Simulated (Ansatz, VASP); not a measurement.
# Cross-check of TiSeS between VASP and Ansatz

Aim: how closely do two programs agree when they are given the same cell, functional and k mesh? Of the first pair: The structure shown is the start of the Ansatz relaxation below; VASP solves that cell, so the two are compared at the walk's first step.

Method: plane waves, with VASP 6.6.1 beside it; PBEsol, in Ansatz 0.2.0.

## (1) Starting point

The cell holds 3 atoms: 1 Ti, 1 S and 1 Se. Its edges and angles: a = 3.410 Å, b = 3.436 Å, c = 30.000 Å, α = 90.0°, β = 90.0°, γ = 119.8°. Vacuum lies along c.

As a file:

```cif
data_structure
_symmetry_space_group_name_H-M 'P 1'
_symmetry_Int_Tables_number 1
_cell_length_a 3.4099
_cell_length_b 3.4356
_cell_length_c 30.0000
_cell_angle_alpha 90.000
_cell_angle_beta 90.000
_cell_angle_gamma 119.754
_cell_volume 305.12
loop_
_atom_site_label
_atom_site_type_symbol
_atom_site_fract_x
_atom_site_fract_y
_atom_site_fract_z
_atom_site_occupancy
Ti1 Ti 0.00000 0.00000 0.33531 1
S2 S 0.33333 0.66667 0.38014 1
Se3 Se 0.66667 0.33333 0.28121 1
```

## (2) Ansatz: relaxation, PBEsol

Ansatz runs on its PAW soft_1 files.

The two programs are compared at the cell with which this relaxation starts, whose forces are those of its first step.

The input, input.yaml:

```yaml
crystal:
  lattice:
    - [3.4099453813, 0.0, 0.0]
    - [-1.7049726907, 2.982630319, 0.0]
    - [0.0, 0.0, 30.0]
  atoms:
    - { symbol: Ti, position: [0.0, 0.0, 0.3353131118] }
    - { symbol: S, position: [0.3333333333, 0.6666666667, 0.3801394222] }
    - { symbol: Se, position: [0.6666666667, 0.3333333333, 0.2812141327] }
  periodic: [true, true, false]
kpoints:
  mp_grid: { grid: [15, 15, 1] }
hamiltonian:
  xc: pbesol
  pseudopotentials: { kind: paw, azcp: { folder: soft_1 }, xc_functional: pbe }
scf:
  occupations: { method: methfessel_paxton, width: 0.2 }
output:
  forces: true
  stress: true
  eigenvalues: true
relax:
  adjacent_minimum: "off"
  f_tol: 0.001
  max_steps: 60
```

Launch:

```bash
ansatz run input.yaml --threads 8 --pin off --max-ram 16384MiB --backend cpu --events-out ev --progress --plain --runs-dir out
```

Numbers of over 12 decimals in the logs are rounded to 6 here.

Output:

```text
Warning: output.stress: scf.convergence.dr2_threshold = 1e-9 eV (the default of a walk held to its f_tol) is looser than the 3e-10 eV advised for a printed stress (1e-10 eV for each atom of the cell: 3). What an SCF threshold leaves in a stress goes as its square root, and in the free energy as the threshold itself, and one threshold admits the most on a small cell: [figures from the program's tests cut] Every solve  [...]
Engine: ansatz 0.2.0, x86_64-unknown-linux-gnu
Pseudopotentials: kind: paw
Pseudopotential: Ti, paw, valence charge 12, recommended cutoff 420 eV (normal), soft_1/Ti.paw.azcp
Pseudopotential: S, paw, valence charge 6, recommended cutoff 420 eV (normal), soft_1/S.paw.azcp
Pseudopotential: Se, paw, valence charge 16, recommended cutoff 420 eV (normal), soft_1/Se.paw.azcp
Functional definition: PBEsol
  exchange = pbesol_x
  correlation = pbesol_c
Crystal: 3 atoms, lattice volume = 305.118 Å³
Basis set: ecut = 420 eV, 5945 PW (Γ), exchange–correlation on 48×48×432 points (8 copies of the dense FFT grid, shifted against one another)
Bands: 21, of which v1, the nominal top of the filled ones, is band 17 counted from 1 (16 counted from 0)
Symmetry: 2 space group operations
Space group: Cm (ITA 8), of the structure as read, at distance tolerance 6.7e-5 Å
k-points: 64 of 225 (time reversal used)
Non-local potential: Ti, projectors of the file, l = 0: 3, l = 1: 2, l = 2: 3, l = 3: 1
Non-local potential: S, projectors of the file, l = 0: 2, l = 1: 2, l = 2: 1
Non-local potential: Se, projectors of the file, l = 0: 2, l = 1: 2, l = 2: 3, l = 3: 1
PAW form: soft (Blöchl's): semilocal exchange-correlation on the pseudo side does not see the compensation charge
PAW frozen core: Ti, regenerated for the run's functional, and the local potential with it (the file was generated under x = pbe(κ = 0.804, μ = 0.219515), c = pbe(β = 0.066725))
PAW frozen core: S, regenerated for the run's functional, and the local potential with it (the file was generated under x = pbe(κ = 0.804, μ = 0.219515), c = pbe(β = 0.066725))
PAW frozen core: Se, regenerated for the run's functional, and the local potential with it (the file was generated under x = pbe(κ = 0.804, μ = 0.219515), c = pbe(β = 0.066725))
PAW one-centre angular grid: Ti, 590 points (default); XC on 64 Gauss nodes
PAW one-centre angular grid: S, 110 points (default); XC on 64 Gauss nodes
PAW one-centre angular grid: Se, 590 points (default); XC on 64 Gauss nodes
Initial density: superposition of atomic densities (neutral atoms: chi_scale 0, normalization atom)
Initial wavefunctions: pseudopotential atomic-orbital guess
Functional: x = pbesol(κ = 0.804, μ = 0.123457), c = pbesol(β = 0.046)
SCF iter   1: F=—  HF=-8787.425166 eV  |F-HF|=—  |Δ(HF+E_count)|=         —  Δρ=2.63e-2  dr2=2.66e0  ethr=3.10e-3  ⟨swp⟩=14.4  Hψ=10866  notcnv=0
preconditioner: auto → LDOS  [metal: Δε(μ)=0.064 eV  Ē_g=7.595 eV  σ=0.200 eV  W_gap=0.27  n_scr=18 (ndim 8)  ℏωp=8.5 eV  f_vac=0.766  D(μ)=0.34/eV (n_scr^D=4)  β→1.0]
SCF iter   2: F=—  HF=-8788.552442 eV  |F-HF|=—  |Δ(HF+E_count)|=    1.13e0  S|Δr|=    0.00e0  Δρ=5.32e-2  dr2=1.19e1  ethr=3.10e-3  ⟨swp⟩=4.8  Hψ=4139  notcnv=0  recentre
SCF iter   3: F=—  HF=-8786.817944 eV  |F-HF|=—  |Δ(HF+E_count)|=    1.73e0  S|Δr|=    0.00e0  Δρ=1.30e-2  dr2=8.09e-1  ethr=3.10e-3  ⟨swp⟩=4.6  Hψ=3780  notcnv=0
SCF iter   4: F=—  HF=-8786.721681 eV  |F-HF|=—  |Δ(HF+E_count)|=   9.63e-2  S|Δr|=    0.00e0  Δρ=3.77e-3  dr2=1.32e-1  ethr=2.38e-3  ⟨swp⟩=2.7  Hψ=2405  notcnv=0
SCF iter   5: F=—  HF=-8786.703551 eV  |F-HF|=—  |Δ(HF+E_count)|=   1.81e-2  S|Δr|=    0.00e0  Δρ=1.86e-3  dr2=1.45e-2  ethr=3.88e-4  ⟨swp⟩=2.6  Hψ=2066  notcnv=0  defer=1
SCF iter   6: F=—  HF=-8786.701465 eV  |F-HF|=—  |Δ(HF+E_count)|=   2.09e-3  S|Δr|=    0.00e0  Δρ=4.46e-4  dr2=1.34e-3  ethr=4.25e-5  ⟨swp⟩=3.2  Hψ=2300  notcnv=0
SCF iter   7: F=—  HF=-8786.701357 eV  |F-HF|=—  |Δ(HF+E_count)|=   1.08e-4  S|Δr|=    0.00e0  Δρ=6.50e-5  dr2=1.16e-5  ethr=3.95e-6  ⟨swp⟩=2.9  Hψ=2119  notcnv=0
SCF iter   8: F=—  HF=-8786.701358 eV  |F-HF|=—  |Δ(HF+E_count)|=   1.33e-6  S|Δr|=    0.00e0  Δρ=1.90e-5  dr2=1.50e-6  ethr=3.42e-8  ⟨swp⟩=3.7  Hψ=3187  notcnv=0
SCF iter   9: F=-8786.701361 eV  HF=-8786.701360 eV  |F-HF|=2.00e-7  |Δ(HF+E_count)|=   2.17e-6  S|Δr|=    0.00e0  Δρ=4.36e-6  dr2=8.68e-8  ethr=2.94e-10  ⟨swp⟩=11.4  Hψ=9496  notcnv=0
SCF 1 converged in 9 iterations: F = -8786.701361 eV  dr2 = 8.68e-8
  greatest PAW one-centre occupation: 1.000 electrons in one spin orbital (limit 2), on the Se atom at site 2 (counted from 0), in its partial waves of l = 2
relax step   1: F+E_penalty+E_count = -8786.70136061 eV  Δ(F+E_penalty+E_count) = +0.000e0 eV  max|allowed force component| = 9.447e-2 eV/Å  Δτ_max = 0.0000 Å  (9 SCF iters, dr2 threshold 1.00e-7 eV, accepted)
[...]
relax step   2: F+E_penalty+E_count = -8786.70198846 eV  Δ(F+E_penalty+E_count) = -6.278e-4 eV  max|allowed force component| = 5.696e-2 eV/Å  Δτ_max = 0.0122 Å  (6 SCF iters, dr2 threshold 5.58e-7 eV, accepted)
[...]
relax step   3: F+E_penalty+E_count = -8786.70216141 eV  Δ(F+E_penalty+E_count) = -1.730e-4 eV  max|allowed force component| = 1.305e-2 eV/Å  Δτ_max = 0.0037 Å  (5 SCF iters, dr2 threshold 2.03e-7 eV, accepted)
[...]
relax step   4: F+E_penalty+E_count = -8786.70217928 eV  Δ(F+E_penalty+E_count) = -1.786e-5 eV  max|allowed force component| = 7.745e-4 eV/Å  Δτ_max = 0.0015 Å  (5 SCF iters, dr2 threshold 1.06e-8 eV, accepted)
[...]
relax step   5: F+E_penalty+E_count = -8786.70217928 eV  Δ(F+E_penalty+E_count) = -2.434e-9 eV  max|allowed force component| = 7.613e-4 eV/Å  Δτ_max = 0.0000 Å  (3 SCF iters, accepted)
SCF converged after 3 iterations
Stability not checked: this state was not tested for a lower state beside it, because cold or Methfessel-Paxton smearing, or corrected tetrahedra, fill the levels in a way that the test cannot read (fill_not_monotonic; see scf.lower_state_search)
Free energy (F): -8786.702179 eV
Harris-Foulkes:  -8786.702179 eV  (|F-HF|=3.64e-11)
Internal energy: -8786.703271 eV  (E = F + TS)
E sigma→0 (E₀):  -8786.702452 eV
Entropy (-TS):   0.001092 eV (0.364 meV/atom)
Fermi energy:    -5.448683 eV
--- Per-component energies (eV) ---
  E_band       = -1059.135873
  E_kinetic    = 496.020034
  E_local      = -66365.867827  (includes V_loc(G=0)·N_el)
  E_nonlocal   = -257.301239
  E_hartree    = 32878.474373
  E_xc         = -288.182543
  E_vxc        = -318.293837  (∫ρ·V_xc dr)
  E_paw        = -3694.771383  (= ΣΔE_a)
  E_vpaw       = -370.642701  (= ΣTr[D̂ρ^β])
  E_aug_tail   = -0.000431  (compensation charges beyond the density's cutoff)
  E_ewald      = 28443.715959
  E_core_change = 1.209786  (= ΣΔE_core)
  E_smearing   = 0.001092  (= −TS)
  E_closure    = -0.000000  (closes the sum)
  Σ components = -8786.702179   (vs F -8786.702179, Δ=0.00e0)
--- Forces (eV/Å), atoms counted from 1 ---
  atom   1  Ti    -0.00000000     0.00076101     0.00007936
  atom   2  S      0.00000000    -0.00023098    -0.00004239
  atom   3  Se     0.00000000    -0.00053086    -0.00004189
  max |Σ_I F_I| component: 4.92e-6 eV/Å
--- 2D stress c σ (N/m, compression-positive) ---
       -0.138565       0.000000       0.000000
        0.000000      -0.665255       0.000000
        0.000000       0.000000       0.000000
  P = ½ c Tr σ = -0.4019 N/m
--- Band table (eV; the first three rows and the last of 64) ---
  k-point 0: bands = [... 13 lower, -8.1376, -7.0709, -5.0467, -5.0305, -5.0081, -4.9501, -4.4479, -1.7541]
  k-point 1: bands = [... 13 lower, -8.1228, -6.9211, -5.7004, -5.4170, -4.8408, -4.5564, -4.2642, -2.0145]
  k-point 2: bands = [... 13 lower, -8.0865, -6.7821, -6.5190, -5.8179, -4.8909, -4.2087, -4.0310, -2.4573]
  k-point 63: bands = [... 13 lower, -8.5653, -8.4423, -7.8329, -7.2181, -4.6280, -4.0578, -3.7034, -2.7207]
--- Relaxed structure (5 steps of the walk, 5 accepted, 0 SCFs on fresh bases) ---
  F+E_penalty+E_count = -8786.70217928 eV   max|allowed force component| = 7.613e-4 eV/Å
  cell:  # Å, volume = 305.1182 Å³
    - [3.4099453813, 2.8581717434908013e-11, 0.0]
    - [-1.704972690675, 2.982630, 0.0]
    - [0.0, 0.0, 30.0]
  atoms:
    - { symbol: Ti, position: [0.000233344, 0.000466688, 0.335334] }
    - { symbol: S, position: [0.332531, 0.665062, 0.379867] }
    - { symbol: Se, position: [0.667236, 0.334471, 0.281465] }
```

The column dr2 measures how far the density is from self-consistency, as an energy; F and HF (Harris–Foulkes) agree once it is small.

## (3) VASP: single point, PBEsol, start cell, pair 1

The same cell, functional, mesh and smearing now go to VASP, with its own data sets.

Lines of VASP's logs that name or quote its potential files are left out, and so is its time.

The input, INCAR:

```
SYSTEM = TiSeS
PREC = Accurate
ENCUT = 400
EDIFF = 1E-06
NELM = 120
ISMEAR = 1
SIGMA = 0.2
LREAL = .FALSE.
ALGO = Normal
GGA = PS
NBANDS = 18
LASPH = .TRUE.
LORBIT = 11
LWAVE = .FALSE.
LCHARG = .FALSE.
ISIF = 2
LDIPOL = .TRUE.
IDIPOL = 3
DIPOL = 0.5 0.5 0.332
LVHAR = .TRUE.
GGA_COMPAT = .FALSE.
NELMDL = -8
KPAR = 2
```

The input, POSCAR:

```
TiSeS
1.0
    3.4099453813      0.0000000000      0.0000000000
   -1.7049726907      2.9826303190      0.0000000000
    0.0000000000      0.0000000000     30.0000000000
Ti S Se
1 1 1
Direct
    0.0000000000      0.0000000000      0.3353131000
    0.3333332977      0.6666665954      0.3801394333
    0.6666666488      0.3333332977      0.2812141333
```

The input, KPOINTS:

```
Automatic mesh
0
Gamma
15 15 1
0 0 0
```

The projector-augmented-wave data sets are Ti_sv, S and Se (PBE family, release 64).

Launch:

```bash
mpirun -np 2 vasp_std
```

Output:

```text
[banner, memory and clock lines left out]
running    2 mpi-ranks, on    1 nodes
 distrk:  each k-point on    1 cores,    2 groups
 distr:  one band on    1 cores,    1 groups

 POSCAR found type information on POSCAR TiS Se
 POSCAR found :  3 types and       3 ions
|                                                                             |
|               ----> ADVICE to this user running VASP <----                  |
|                                                                             |
|     You enforced a specific xc type in the INCAR file but a different       |
|     [... a line on the potential file left out ...]
|     I HOPE YOU KNOW WHAT YOU ARE DOING!                                     |
|                                                                             |

 LDA part: xc-table for (Slater+PW92), standard interpolation
 POSCAR, INCAR and KPOINTS ok, starting setup
 FFT: planning ... GRIDC
 FFT: planning ... GRID_SOFT
 FFT: planning ... GRID
 WAVECAR not read
 entering main loop
       N       E                     dE             d eps       ncg     rms          rms(c)
DAV:   1     0.157659214358E+03    0.15766E+03   -0.96488E+03  2840   0.824E+02
DAV:   2     0.378491240299E+00   -0.15728E+03   -0.15325E+03  3130   0.230E+02
DAV:   3    -0.226012728498E+02   -0.22980E+02   -0.22900E+02  4066   0.806E+01
DAV:   4    -0.235224099252E+02   -0.92114E+00   -0.91942E+00  3178   0.156E+01
DAV:   5    -0.235880475196E+02   -0.65638E-01   -0.65624E-01  3636   0.337E+00
DAV:   6    -0.235886408978E+02   -0.59338E-03   -0.59334E-03  3238   0.412E-01
DAV:   7    -0.235886632912E+02   -0.22393E-04   -0.22393E-04  3614   0.657E-02
DAV:   8    -0.235886634667E+02   -0.17550E-06   -0.17610E-06  3306   0.713E-03    0.138E+01
DAV:   9    -0.215109042437E+02    0.20778E+01   -0.31332E+01  2830   0.452E+01    0.104E+01
DAV:  10    -0.207250824069E+02    0.78582E+00   -0.21648E+01  3096   0.335E+01    0.594E+00
DAV:  11    -0.203042555698E+02    0.42083E+00   -0.43444E+00  2482   0.163E+01    0.221E+00
DAV:  12    -0.202468184356E+02    0.57437E-01   -0.33816E-01  2582   0.456E+00    0.729E-01
DAV:  13    -0.202441948796E+02    0.26236E-02   -0.15608E-02  2978   0.924E-01    0.479E-01
DAV:  14    -0.202426267730E+02    0.15681E-02   -0.37545E-03  2698   0.416E-01    0.257E-01
[...]
DAV:  22    -0.202421762198E+02   -0.67973E-04   -0.69919E-06  2824   0.155E-02    0.485E-03
DAV:  23    -0.202422058576E+02   -0.29638E-04   -0.31038E-06  2454   0.132E-02    0.275E-03
DAV:  24    -0.202422213513E+02   -0.15494E-04   -0.10247E-06  2334   0.590E-03    0.226E-03
DAV:  25    -0.202422316485E+02   -0.10297E-04   -0.23354E-07  1992   0.185E-03    0.944E-04
DAV:  26    -0.202422395522E+02   -0.79036E-05   -0.25099E-07  2078   0.175E-03    0.991E-04
DAV:  27    -0.202422434410E+02   -0.38889E-05   -0.21013E-07  1972   0.276E-03    0.536E-04
DAV:  28    -0.202422453615E+02   -0.19204E-05   -0.52110E-08  1848   0.111E-03    0.409E-04
DAV:  29    -0.202422462961E+02   -0.93468E-06   -0.40248E-08  1762   0.866E-04
   1 F= -.20242246E+02 E0= -.20242590E+02  d E =0.102976E-02
```

Parts of OUTCAR (step 3):

```text
ion  position               nearest neighbor table
   1  0.000  0.000  0.335-   2 2.39   2 2.39   2 2.40   3 2.56   3 2.56   3 2.57
   2  0.333  0.667  0.380-   1 2.39   1 2.39   1 2.40
   3  0.667  0.333  0.281-   1 2.56   1 2.56   1 2.57

  LATTYP: Found a base centered orthorhombic cell.
 ALAT       =     3.4099453813
 B/A-ratio  =     1.7493713157
 C/A-ratio  =     8.7977948751

 Subroutine GETGRP returns: Found  2 space group operations
 (whereof  2 operations were pure point group operations)

The static configuration has the point symmetry C_1h.

 Found     64 irreducible k-points:

   k-points           NKPTS =     64   k-points in BZ     NKDIM =     64   number of bands    NBANDS=     18

   dimension x,y,z NGX =    24 NGY =   24 NGZ =  196
   dimension x,y,z NGXF=    48 NGYF=   48 NGZF=  392

   ENCUT  =  400.0 eV  29.40 Ry    5.42 a.u.   5.56  5.60 48.92*2*pi/ulx,y,z

   NELECT =      24.0000    total number of electrons

 k-points in reciprocal lattice and weights: Automatic mesh
   0.00000000  0.00000000  0.00000000       0.004
   0.06666667 -0.00000000  0.00000000       0.018
   0.13333333  0.00000000  0.00000000       0.018
   0.20000000 -0.00000000  0.00000000       0.018
   0.26666667  0.00000000  0.00000000       0.018
   0.33333333 -0.00000000  0.00000000       0.018
   0.40000000 -0.00000000  0.00000000       0.018
   0.46666667 -0.00000000  0.00000000       0.018
   0.00000000  0.06666667  0.00000000       0.009
[...]
0.00000000  0.46666667  0.00000000       0.009
   0.06666667  0.46666667  0.00000000       0.009

 dipolmoment           0.000000      0.000000      0.002521 electrons x Angstroem

 average (electrostatic) potential at core
       1 -84.7518       2 -94.6952       3 -61.0795

 E-fermi :  -3.3458

 k-point     1 :       0.0000    0.0000    0.0000
  band No.  band energies     occupation
    ...
      6     -16.0475      2.00000
      7      -8.1127      2.00000
      8      -6.0459      2.00000
      9      -5.9908      2.00000
     10      -4.9726      2.00000
     11      -2.9346     -0.01328
     12      -2.9073     -0.00818
     13      -2.8910     -0.00598
     14      -2.8419     -0.00212
     15      -2.3630     -0.00000
    ...

 k-point     2 :       0.0667   -0.0000    0.0000
  band No.  band energies     occupation
    ...
      8      -6.2143      2.00000
      9      -6.0164      2.00000
     10      -4.8126      2.00000
     11      -3.5338      2.03541
     12      -3.3532      1.06208
     13      -2.7038     -0.00006
     14      -2.4783     -0.00000
     15      -2.1730     -0.00000
     16       0.0901     -0.00000
     17       0.2764     -0.00000
    ...

 k-point     3 :       0.1333    0.0000    0.0000
  band No.  band energies     occupation
    ...
      8      -6.6141      2.00000
      9      -5.9848      2.00000
     10      -4.6534      2.00000
     11      -4.3667      2.00000
     12      -3.7630      2.01200
     13      -2.7605     -0.00028
     14      -2.1270     -0.00000
     15      -1.9465     -0.00000
     16      -0.3484     -0.00000
     17       0.1627     -0.00000
    ...

  Total       -0.2270631     -0.6082678     -0.2632170      0.0000000     -0.0740026      0.0000000
  in kB       -1.1923095     -3.1940175     -1.3821537      0.0000000     -0.3885879      0.0000000
  external PRESSURE =      -1.9228269 kB  Pullay stress =       0.0000000 kB

  energy-cutoff  :      400.00
  volume of cell :      305.12
      direct lattice vectors                 reciprocal lattice vectors
     3.409945381  0.000000000  0.000000000     0.293259829  0.167637269  0.000000000
    -1.704972691  2.982630319  0.000000000     0.000000000  0.335274537  0.000000000
     0.000000000  0.000000000 30.000000000     0.000000000  0.000000000  0.033333333

 POSITION                                       TOTAL-FORCE (eV/Angst)
 -----------------------------------------------------------------------------------
      0.00000      0.00000     10.05939        -0.000000      0.014887      0.017853
     -0.00000      1.98842     11.40418         0.000000     -0.033191     -0.067243
      1.70497      0.99421      8.43642        -0.000000      0.018305      0.049390
 -----------------------------------------------------------------------------------
    total drift:                                0.000000      0.000047      0.000402

  FREE ENERGIE OF THE ION-ELECTRON SYSTEM (eV)
  ---------------------------------------------------
  free  energy   TOTEN  =       -20.2422462961 eV

  energy  without entropy=      -20.2432760572  energy(sigma->0) =      -20.24258955

 vacuum level on the upper side and lower side of the slab         2.129         2.084

 total charge
# of ion       s       p       d       tot
------------------------------------------
    1        2.189   6.186   1.845  10.220
    2        1.347   2.374   0.000   3.721
    3        1.478   2.335   0.035   3.848
--------------------------------------------------
tot          5.013  10.896   1.881  17.790

[... 3 further parts left out ...]
```

This run has no spin polarisation, so a moment on Ti, if there is one, isn't seen.

## (4) Side by side

Known differences besides the potentials themselves: Ansatz cuts the interaction across the vacuum, VASP repeats the sheet with a dipole correction (LDIPOL); the data sets hold 34 valence electrons in Ansatz (on its PAW soft_1 files) and 24 in VASP; the cutoff is 420 eV in Ansatz and 400 eV in VASP; Ansatz makes its cores anew for this functional, VASP keeps those of its PBE data sets. Total energies have different zeros and are not compared.

Forces (eV/Å; atoms numbered as in POSCAR):

```
atom         Ansatz x, y, z           VASP x, y, z
 Ti1    0.000, 0.015, 0.013    0.000, 0.015, 0.018
  S2  0.000, -0.033, -0.094  0.000, -0.033, -0.067
 Se3    0.000, 0.018, 0.081    0.000, 0.018, 0.049
```

The forces differ by 14 meV/Å r.m.s., which is 44.4 % of the r.m.s. force of 0.032 eV/Å (both taken over all components). Where the cell holds vacuum, a pressure given here is an average over it and none of the material.

## (5) Other set-ups

Further runs change the set-up of one program: Ansatz's method, potentials or start, or VASP's data sets, cutoff or form of LDA. The table gives that difference for each run.

```
                                                              run  r.m.s. force difference (meV/Å)
                                                         as above                               14
VASP with the data sets Ti, S and Se_sv_GW and a cutoff of 620 eV                               26
```

## (6) Ansatz: relaxation, PBEsol

This run makes the geometry at which the two programs are then compared.

The structure compared here is the end of the Ansatz relaxation.

This is the run of step 2 again, met here at its other cell.

(Continued in part 2 of 2.)

[Lines on the potential files, build, host, timing and source positions are cut from VASP's logs without a mark.]

[Logs are printed without paths, hosts, clocks, repeated set-up lines and the standing remarks that a program may print on its own settings, such as how far it seeks lower states.]

[Hosts, paths, dates, database ids (printed as entryN), source tags and the programs' standing remarks are cut or masked in the printed files.]
